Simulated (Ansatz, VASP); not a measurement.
**CuF (wurtzite type (invented)): VASP beside Ansatz**

Wanted: the spread between two codes on one cell, functional and k mesh. The cell is generated by rule, not measured, and may not be a known phase. Of the first pair: The cell is taken from a series of runs on this material, whose earlier steps may have relaxed, scaled, displaced or heated it; both programs get it as it stands.

Program: Ansatz 0.2.0. Level of theory: plane waves, with VASP 6.6.1 beside it; relaxation of cell and atoms at PBE. Results are calculated unless marked as measured.

### Step 1. Starting point

Symmetry: P6_3mc, No. 186, hexagonal system. Conventional cell: a = 2.865 Å, b = 2.865 Å, c = 6.809 Å, α = 90.00°, β = 90.00°, γ = 120.00°. Nearest to Cu lie 4 F at 1.93 to 2.22 Å. F has 4 Cu at 1.93 to 2.22 Å nearest. Farther neighbours and most contacts between anions are not listed.

### Step 2. VASP: relaxation of cell and atoms, PBE, pair 1

The relaxed volume is the usual yardstick between codes: in a stiff, nearly cubic crystal its relative difference is about their pressure difference at one cell divided by the bulk modulus.

Lines of VASP's logs that name or quote its potential files are left out, and so is its time.

Contents of INCAR:

```
SYSTEM = CuF
PREC = Accurate
ENCUT = 600
EDIFF = 1E-07
NELM = 120
ISMEAR = 0
SIGMA = 0.1
LREAL = .FALSE.
ALGO = Normal
GGA = PE
NBANDS = 24
LASPH = .TRUE.
LORBIT = 11
LWAVE = .FALSE.
LCHARG = .FALSE.
ISIF = 3
IBRION = 2
NSW = 80
EDIFFG = -0.005
GGA_COMPAT = .FALSE.
NELMIN = 4
KPAR = 2
```

Contents of POSCAR:

```
CuF
1.0
    2.8648180000      0.0000000000      0.0000000000
   -1.4324090000      2.4810050000      0.0000000000
    0.0000000000      0.0000000000      6.8088980000
Cu F
2 2
Direct
    0.3333334677      0.6666669354      0.0460169913
    0.6666667338      0.3333334677      0.5460169913
    0.3333334677      0.6666669354      0.3289830454
    0.6666667338      0.3333334677      0.8289830454
```

Contents of KPOINTS:

```
Automatic mesh
0
Gamma
18 18 6
0 0 0
```

PAW data sets: Cu and F (PBE family, release 64).

On the command line:

```sh
mpirun -np 2 vasp_std
```

Numbers of over 12 decimals in the logs are rounded to 6 here.

What it wrote:

```text
[banner, memory and clock lines left out]
running    2 mpi-ranks, on    1 nodes
 distrk:  each k-point on    1 cores,    2 groups
 distr:  one band on    1 cores,    1 groups

 POSCAR found type information on POSCAR CuF
 POSCAR found :  2 types and       4 ions
 LDA part: xc-table for (Slater+PW92), standard interpolation
 POSCAR, INCAR and KPOINTS ok, starting setup
 FFT: planning ... GRIDC
 FFT: planning ... GRID_SOFT
 FFT: planning ... GRID
 WAVECAR not read
 entering main loop
       N       E                     dE             d eps       ncg     rms          rms(c)
DAV:   1     0.374177833488E+03    0.37418E+03   -0.19480E+04  7208   0.256E+03
DAV:   2     0.328590874937E+02   -0.34132E+03   -0.32199E+03  7264   0.459E+02
DAV:   3    -0.156106837482E+02   -0.48470E+02   -0.46961E+02  9360   0.195E+02
DAV:   4    -0.169512776259E+02   -0.13406E+01   -0.13387E+01  8592   0.338E+01
DAV:   5    -0.169701239809E+02   -0.18846E-01   -0.18844E-01  9224   0.365E+00    0.103E+01
DAV:   6    -0.157529948708E+02    0.12171E+01   -0.16034E+01 10224   0.831E+01    0.764E+00
DAV:   7    -0.147384501606E+02    0.10145E+01   -0.41293E+00  9472   0.600E+01    0.204E+00
DAV:   8    -0.147388890408E+02   -0.43888E-03   -0.35472E-01  8048   0.467E+00    0.933E-01
DAV:   9    -0.147251849115E+02    0.13704E-01   -0.34443E-02  9920   0.294E+00    0.259E-01
DAV:  10    -0.147247414793E+02    0.44343E-03   -0.96679E-03 11168   0.161E+00    0.133E-01
DAV:  11    -0.147246184410E+02    0.12304E-03   -0.10152E-03 10640   0.717E-01    0.404E-02
DAV:  12    -0.147246154190E+02    0.30221E-05   -0.17206E-04  9200   0.143E-01    0.789E-03
DAV:  13    -0.147246162014E+02   -0.78242E-06   -0.14379E-05 10232   0.382E-02    0.373E-03
DAV:  14    -0.147246162239E+02   -0.22484E-07   -0.99339E-07  9376   0.121E-02
   1 F= -.14724616E+02 E0= -.14724221E+02  d E =-.147246E+02
[...]
2 F= -.14724881E+02 E0= -.14724439E+02  d E =-.264561E-03
[...]
3 F= -.14724915E+02 E0= -.14724486E+02  d E =-.299223E-03
[...]
4 F= -.14725011E+02 E0= -.14724577E+02  d E =-.957573E-04
[...]
5 F= -.14725012E+02 E0= -.14724577E+02  d E =-.961524E-04
[...]
6 F= -.14725005E+02 E0= -.14724570E+02  d E =-.900051E-04
[...]
7 F= -.14725011E+02 E0= -.14724577E+02  d E =-.959397E-04
 curvature:  -0.01 expect dE=-0.817E-07 dE for cont linesearch -0.360E-07
 ZBRENT: accuracy reached
 trial: gam= 0.00000 g(F)=  0.109E-04 g(S)=  0.617E-06 ort =-0.349E-04 (trialstep = 0.975E+00)
 search vector abs. value=  0.116E-04
 bond charge predicted
       N       E                     dE             d eps       ncg     rms          rms(c)
DAV:   1    -0.147250099987E+02    0.13695E-05   -0.34408E-03  7104   0.449E-01    0.118E-02
DAV:   2    -0.147250180591E+02   -0.80603E-05   -0.97721E-05 10216   0.105E-01    0.536E-03
DAV:   3    -0.147250178565E+02    0.20260E-06   -0.94195E-07  9024   0.143E-02    0.310E-03
DAV:   4    -0.147250176888E+02    0.16772E-06   -0.48955E-07  8304   0.106E-02    0.975E-04
DAV:   5    -0.147250176898E+02   -0.10377E-08   -0.10151E-07  3960   0.626E-03
   8 F= -.14725018E+02 E0= -.14724587E+02  d E =-.630365E-05
 trial-energy change:   -0.000006  1 .order   -0.000006   -0.000011   -0.000001
 step:   1.0487(harm=  1.0487)  dis= 0.00038  next Energy=   -14.725017 (dE=-0.606E-05)
 reached required accuracy - stopping structural energy minimisation
```

OUTCAR, selected parts (step 2):

```text
ion  position               nearest neighbor table
   1  0.333  0.667  0.046-   3 1.93   4 2.22   4 2.22   4 2.22
   2  0.667  0.333  0.546-   4 1.93   3 2.22   3 2.22   3 2.22
   3  0.333  0.667  0.329-   1 1.93   2 2.22   2 2.22   2 2.22
   4  0.667  0.333  0.829-   2 1.93   1 2.22   1 2.22   1 2.22

  LATTYP: Found a hexagonal cell.
 ALAT       =     2.8648180000
 C/A-ratio  =     2.3767296910

 Subroutine GETGRP returns: Found 12 space group operations
 (whereof  6 operations were pure point group operations)

The static configuration has the point symmetry C_3v.
 The point group associated with its full space group is C_6v.

 Found    148 irreducible k-points:

   k-points           NKPTS =    148   k-points in BZ     NKDIM =    148   number of bands    NBANDS=     24

   dimension x,y,z NGX =    24 NGY =   24 NGZ =   54
   dimension x,y,z NGXF=    48 NGYF=   48 NGZF=  108

   ENCUT  =  600.0 eV  44.10 Ry    6.64 a.u.   5.72  5.72 13.60*2*pi/ulx,y,z

   NELECT =      36.0000    total number of electrons

 k-points in reciprocal lattice and weights: Automatic mesh
   0.00000000  0.00000000  0.00000000       0.001
   0.05555556  0.00000000  0.00000000       0.003
   0.11111111  0.00000000  0.00000000       0.003
   0.16666667  0.00000000  0.00000000       0.003
   0.22222222  0.00000000  0.00000000       0.003
   0.27777778  0.00000000  0.00000000       0.003
   0.33333333  0.00000000  0.00000000       0.003
   0.38888889  0.00000000  0.00000000       0.003
   0.44444444  0.00000000  0.00000000       0.003
[...]
0.33333333  0.27777778  0.50000000       0.006
   0.33333333  0.33333333  0.50000000       0.001

 average (electrostatic) potential at core
       1 -66.4556       2 -66.4556       3 -76.6279       4 -76.6279

 E-fermi :   3.4247

 k-point     1 :       0.0000    0.0000    0.0000
  band No.  band energies     occupation
    ...
     15       2.4958      2.00000
     16       2.4958      2.00000
     17       2.9892      2.00000
     18       2.9892      2.00000
     19       3.3939      1.33666
     20       6.3984      0.00000
     21       8.9786      0.00000
     22      14.7138      0.00000
     23      17.0139      0.00000
     24      22.1761      0.00000

 k-point     2 :       0.0556    0.0000    0.0000
  band No.  band energies     occupation
    ...
     15       2.4785      2.00000
     16       2.4930      2.00000
     17       2.9486      2.00000
     18       2.9956      2.00000
     19       3.4669      0.55046
     20       6.4161      0.00000
     21       9.1201      0.00000
     22      14.7696      0.00000
     23      17.0596      0.00000
     24      21.2236      0.00000

 k-point     3 :       0.1111    0.0000    0.0000
  band No.  band energies     occupation
    ...
     14       2.2730      2.00000
     15       2.4333      2.00000
     16       2.4857      2.00000
     17       2.8811      2.00000
     18       3.0130      2.00000
     19       3.6329      0.00324
     20       6.4674      0.00000
     21       9.5227      0.00000
     22      14.9175      0.00000
     23      17.1964      0.00000
    ...

  Total       -0.0122586     -0.0122586     -0.0023556      0.0000000      0.0000000      0.0000000
  in kB       -0.4065112     -0.4065111     -0.0781163      0.0000000      0.0000000      0.0000000
  external PRESSURE =      -0.2970462 kB  Pullay stress =       0.0000000 kB

  energy-cutoff  :      600.00
  volume of cell :       48.31
      direct lattice vectors                 reciprocal lattice vectors
     2.861626983  0.000000000 -0.000000000     0.349451555  0.201755963 -0.000000000
    -1.430813492  2.478241499 -0.000000000    -0.000000000  0.403511926 -0.000000000
     0.000000000  0.000000000  6.812736585     0.000000000  0.000000000  0.146783893

 POSITION                                       TOTAL-FORCE (eV/Angst)
 -----------------------------------------------------------------------------------
      0.00000      1.65216      0.31076        -0.000000      0.000000      0.001150
      1.43081      0.82608      3.71713         0.000000     -0.000000      0.001150
      0.00000      1.65216      2.24402        -0.000000     -0.000000     -0.001150
      1.43081      0.82608      5.65039         0.000000      0.000000     -0.001150
 -----------------------------------------------------------------------------------
    total drift:                                0.000000     -0.001268     -0.001350

  FREE ENERGIE OF THE ION-ELECTRON SYSTEM (eV)
  ---------------------------------------------------
  free  energy   TOTEN  =       -14.7250176898 eV

  energy  without entropy=      -14.7241568790  energy(sigma->0) =      -14.72458728

 reached required accuracy - stopping structural energy minimisation

 total charge
# of ion       s       p       d       tot
------------------------------------------
    1        0.268   0.203   9.307   9.778
    2        0.268   0.203   9.307   9.778
    3        1.736   4.312   0.000   6.048
    4        1.736   4.312   0.000   6.048
--------------------------------------------------
tot          4.009   9.029  18.614  31.652

[... 3 further parts left out ...]
```

The gap is under twice the smearing width, so the edge states are partly filled and the run can't tell a small gap from a semimetal. The run keeps the 12 symmetry operations of its start, so it cannot find a distortion of lower symmetry.

### Step 3. Ansatz: relaxation of cell and atoms, PBE, pair 1

Ansatz runs on its default PAW (the set named soft_2) files.

The same cell, functional, mesh and smearing now go to Ansatz, which takes its cutoff from its data sets.

Contents of input.yaml:

```yaml
crystal:
  lattice:
    - [2.8648181694, 2.566e-07, 0.0]
    - [-1.4324093069, 2.4810051837, 0.0]
    - [0.0, 0.0, 6.8088977804]
  atoms:
    - { symbol: Cu, position: [0.3333333333, 0.6666666667, 0.0460169635] }
    - { symbol: Cu, position: [0.6666666667, 0.3333333333, 0.5460169635] }
    - { symbol: F, position: [0.3333333333, 0.6666666667, 0.3289830365] }
    - { symbol: F, position: [0.6666666667, 0.3333333333, 0.8289830365] }
kpoints:
  mp_grid: { grid: [18, 18, 6] }
hamiltonian:
  xc: pbe
scf:
  occupations: { method: gaussian, width: 0.1 }
output:
  forces: true
  stress: true
  eigenvalues: true
  write_density: true
  write_potential: true
  elf: true
  volumetric_format: npy
relax:
  adjacent_minimum: "off"
  f_tol: 0.005
  max_steps: 80
  cell: { stress_tol: 0.05 }
```

On the command line:

```sh
ansatz run input.yaml --threads 2 --pin off --max-ram 5120MiB --backend cpu --events-out ev --progress --plain --runs-dir out
```

What it wrote:

```text
Engine: ansatz 0.2.0, aarch64-unknown-linux-gnu
Pseudopotentials: kind: paw
Pseudopotential: Cu, paw, valence charge 19, recommended cutoff 420 eV (normal), Cu.paw.azcp
Pseudopotential: F, paw, valence charge 7, recommended cutoff 420 eV (normal), F.paw.azcp
Functional definition: PBE
  parameter kappa = 0.804
  parameter beta = 0.066725
  exchange = pbe_x(kappa = kappa, mu = beta*pi^2/3)
  correlation = pbe_c(beta = beta)
Crystal: 4 atoms, lattice volume = 48.395 Å³
Basis set: ecut = 420 eV, 935 PW (Γ), exchange–correlation on 40×40×96 points (8 copies of the dense FFT grid, shifted against one another)
Bands: 32, of which v1, the nominal top of the filled ones, is band 26 counted from 1 (25 counted from 0)
Symmetry: 12 space group operations
Space group: P63mc (ITA 186), of the structure as read, at distance tolerance 3.6e-5 Å
k-points: 148 of 1944 (time reversal used)
Non-local potential: Cu, projectors of the file, l = 0: 3, l = 1: 2, l = 2: 3, l = 3: 1
Non-local potential: F, projectors of the file, l = 0: 2, l = 1: 2, l = 2: 1
PAW form: soft (Blöchl's): semilocal exchange-correlation on the pseudo side does not see the compensation charge
PAW one-centre angular grid: Cu, 590 points (default); XC on 64 Gauss nodes
PAW one-centre angular grid: F, 110 points (default); XC on 64 Gauss nodes
Initial density: superposition of atomic densities (neutral atoms: chi_scale 0, normalization atom), corrected by the library's trained network
Initial wavefunctions: pseudopotential atomic-orbital guess
Functional: x = pbe(κ = 0.804, μ = 0.219515), c = pbe(β = 0.066725)
SCF iter   1: F=—  HF=-14865.078732 eV  |F-HF|=—  |Δ(HF+E_count)|=         —  Δρ=5.41e-3  dr2=1.16e-2  ethr=1.77e-3  ⟨swp⟩=4.9  Hψ=16748  notcnv=0
preconditioner: auto → Kerker (q_TF=auto, 2.761 Å⁻¹)  [metal: Δε(μ)=0.073 eV  Ē_g=12.799 eV  σ=0.100 eV  W_gap=0.38  n_scr=22 (ndim 8)  ℏωp=32.0 eV  f_vac=0.064  D(μ)=0.13/eV (n_scr^D=0)]
SCF iter   2: F=—  HF=-14865.077073 eV  |F-HF|=—  |Δ(HF+E_count)|=   1.66e-3  Δρ=2.66e-3  dr2=2.70e-3  ethr=2.23e-5  ⟨swp⟩=2.1  Hψ=8409  notcnv=0
SCF iter   3: F=—  HF=-14865.076953 eV  |F-HF|=—  |Δ(HF+E_count)|=   1.20e-4  Δρ=2.10e-3  dr2=2.21e-3  ethr=5.20e-6  ⟨swp⟩=2.0  Hψ=6016  notcnv=0
SCF iter   4: F=—  HF=-14865.076600 eV  |F-HF|=—  |Δ(HF+E_count)|=   3.53e-4  Δρ=9.69e-4  dr2=5.66e-4  ethr=4.25e-6  ⟨swp⟩=2.0  Hψ=5950  notcnv=0
SCF iter   5: F=—  HF=-14865.076512 eV  |F-HF|=—  |Δ(HF+E_count)|=   8.84e-5  Δρ=4.23e-4  dr2=1.06e-4  ethr=1.09e-6  ⟨swp⟩=2.7  Hψ=6809  notcnv=0
SCF iter   6: F=—  HF=-14865.076509 eV  |F-HF|=—  |Δ(HF+E_count)|=   3.14e-6  Δρ=1.17e-4  dr2=4.89e-6  ethr=2.03e-7  ⟨swp⟩=2.8  Hψ=7464  notcnv=0
SCF iter   7: F=—  HF=-14865.076219 eV  |F-HF|=—  |Δ(HF+E_count)|=   2.90e-4  Δρ=7.64e-5  dr2=1.66e-6  ethr=9.40e-9  ⟨swp⟩=2.0  Hψ=8036  notcnv=0
SCF iter   8: F=—  HF=-14865.076220 eV  |F-HF|=—  |Δ(HF+E_count)|=   4.41e-7  Δρ=1.66e-5  dr2=1.04e-7  ethr=3.19e-9  ⟨swp⟩=2.1  Hψ=6549  notcnv=0
SCF iter   9: F=-14865.076220 eV  HF=-14865.076220 eV  |F-HF|=1.17e-8  |Δ(HF+E_count)|=   4.25e-8  Δρ=4.79e-6  dr2=1.01e-8  ethr=1.92e-10  ⟨swp⟩=10.3  Hψ=29948  notcnv=0
SCF 1 converged in 9 iterations: F = -14865.076220 eV  dr2 = 1.01e-8
  greatest PAW one-centre occupation: 1.000 electrons in one spin orbital (limit 2), on the Cu atom at site 1 (counted from 0), in its partial waves of l = 0
relax step   1: F+E_penalty+E_count = -14865.07621974 eV  Δ(F+E_penalty+E_count) = +0.000e0 eV  max|allowed force component| = 6.211e-3 eV/Å  Δτ_max = 0.0000 Å  P = -0.046 GPa  Ω = 48.395 Å³  (9 SCF iters, dr2 threshold 1.00e-7 eV, accepted)
[...]
relax step   2: F+E_penalty+E_count = -14865.07630989 eV  Δ(F+E_penalty+E_count) = -9.015e-5 eV  max|allowed force component| = 5.151e-3 eV/Å  Δτ_max = 0.0002 Å  P = -0.022 GPa  Ω = 48.372 Å³  energy of the carried Pulay correction = +8.213e-5 eV  (6 SCF iters, dr2 threshold 2.41e-9 eV, accepted)
[...]
relax step   3: F+E_penalty+E_count = -14865.07639485 eV  Δ(F+E_penalty+E_count) = -8.497e-5 eV  max|allowed force component| = 1.604e-3 eV/Å  Δτ_max = 0.0004 Å  P = +0.001 GPa  Ω = 48.350 Å³  energy of the carried Pulay correction = +1.621e-4 eV  (8 SCF iters, dr2 threshold 1.66e-9 eV, accepted)
[...]
relax step   4: F+E_penalty+E_count = -14865.07624711 eV  Δ(F+E_penalty+E_count) = +1.477e-4 eV  max|allowed force component| = 1.603e-3 eV/Å  Δτ_max = 0.0000 Å  P = -0.005 GPa  Ω = 48.350 Å³  stress off target by 3.88e-2 GPa  SCF on the basis re-selected at this cell (its energy is not comparable with the rows above)  (6 SCF iters)
basis re-selected at this cell: Δ(F+E_penalty+E_count) = +1.477e-4 eV, ΔP = -0.006 GPa vs the last step (what re-selecting the basis moved, of the pressure what is left beyond the Pulay correction that the steps carried, after the strain that the cell walked since its last selection, with what the two solves' SCF thresholds leave and, on support functions, any second-order correction that the steps lacked; it is no m [...]
SCF converged after 6 iterations
Free energy (F): -14865.076247 eV
Harris-Foulkes:  -14865.076247 eV  (|F-HF|=1.46e-11)
Internal energy: -14865.075426 eV  (E = F + TS)
E sigma→0 (E₀):  -14865.075837 eV
Entropy (-TS):   -0.000821 eV (-0.205 meV/atom)
Fermi energy:    8.938232 eV
--- Per-component energies (eV) ---
  E_band       = -983.808057
  E_kinetic    = 1009.052441
  E_local      = -10727.306967  (includes V_loc(G=0)·N_el)
  E_nonlocal   = 958.262675
  E_hartree    = 4642.771463
  E_xc         = -331.970460
  E_vxc        = -426.630901  (∫ρ·V_xc dr)
  E_paw        = -3752.219172  (= ΣΔE_a)
  E_vpaw       = -1082.732686  (= ΣTr[D̂ρ^β])
  E_aug_tail   = 0.004766  (compensation charges beyond the density's cutoff)
  E_ewald      = -6663.670173
  E_smearing   = -0.000821  (= −TS)
  E_closure    = 0.000000  (closes the sum)
  Σ components = -14865.076247   (vs F -14865.076247, Δ=0.00e0)
--- Forces (eV/Å), atoms counted from 1 ---
  atom   1  Cu     0.00000000     0.00000000     0.00161378
  atom   2  Cu    -0.00000000     0.00000000     0.00161378
  atom   3  F      0.00000000     0.00000000    -0.00159162
  atom   4  F     -0.00000000    -0.00000000    -0.00159162
  max |Σ_I F_I| component: 4.43e-5 eV/Å
--- Stress (GPa, compression-positive) ---
        0.011666       0.000000       0.000000
        0.000000       0.011666       0.000000
        0.000000       0.000000      -0.038808
  P = ⅓ Tr σ = -0.0052 GPa (-0.052 kbar)
--- Band table (eV; the first three rows and the last of 148) ---
  k-point 0: bands = [... 22 lower, 8.0032, 8.0032, 8.4968, 8.4968, 8.9113, 11.9145, 14.4846, 20.2290, ... 2 higher]
  k-point 1: bands = [... 22 lower, 8.0439, 8.0439, 8.4673, 8.4673, 9.0155, 11.4972, 14.9641, 19.5251, ... 2 higher]
  k-point 2: bands = [... 22 lower, 8.1445, 8.1445, 8.3854, 8.3854, 9.3511, 10.7027, 15.9612, 18.3334, ... 2 higher]
  k-point 147: bands = [... 22 lower, 8.1251, 8.1251, 8.6728, 8.6728, 15.0708, 15.0708, 15.5965, 15.5965, ... 2 higher]
--- Relaxed structure (3 steps of the walk, 3 accepted, 1 SCFs on fresh bases) ---
  F+E_penalty+E_count = -14865.07624711 eV   max|allowed force component| = 1.603e-3 eV/Å   (the final SCF, on the basis selected at the relaxed cell)
  cell:  # Å, volume = 48.3504 Å³
    - [2.863194, 2.564417553922693e-7, 0]
    - [-1.431597, 2.479599, 0]
    - [0.0, 0, 6.810326]
  atoms:
    - { symbol: Cu, position: [0.333333, 0.666667, 0.046095] }
    - { symbol: Cu, position: [0.666667, 0.333333, 0.546095] }
    - { symbol: F, position: [0.333333, 0.666667, 0.328905] }
    - { symbol: F, position: [0.666667, 0.333333, 0.828905] }
```

### Step 4. Comparison

Known differences besides the potentials themselves: the data sets hold 52 valence electrons in Ansatz (on its default PAW (the set named soft_2) files) and 36 in VASP; the cutoff is 420 eV in Ansatz and 600 eV in VASP; Ansatz adds a Pulay correction to the stress that steers its cell, VASP none. Total energies have different zeros and are not compared.

Both answers:

| quantity | Ansatz | VASP | difference |
| --- | --- | --- | --- |
| volume (Å³) | 48.35 | 48.31 | +0.07 % |
| edge a after relaxation, in the typed setting (Å) | 2.863 | 2.862 | +0.06 % |
| edge c after relaxation, in the typed setting (Å) | 6.810 | 6.813 | -0.04 % |

Our record labels this cell a metal in Ansatz alone; each run is judged by its own test, so with a small gap or wide smearing the label says little about the levels.

(Part 1 of 2 ends here.)

[Lines on the potential files, build, host, timing and source positions are cut from VASP's logs without a mark.]

[Logs are printed without paths, hosts, clocks, repeated set-up lines and the standing remarks that a program may print on its own settings, such as how far it seeks lower states.]

[Hosts, paths, dates, database ids (printed as entryN), source tags and the programs' standing remarks are cut or masked in the printed files.]
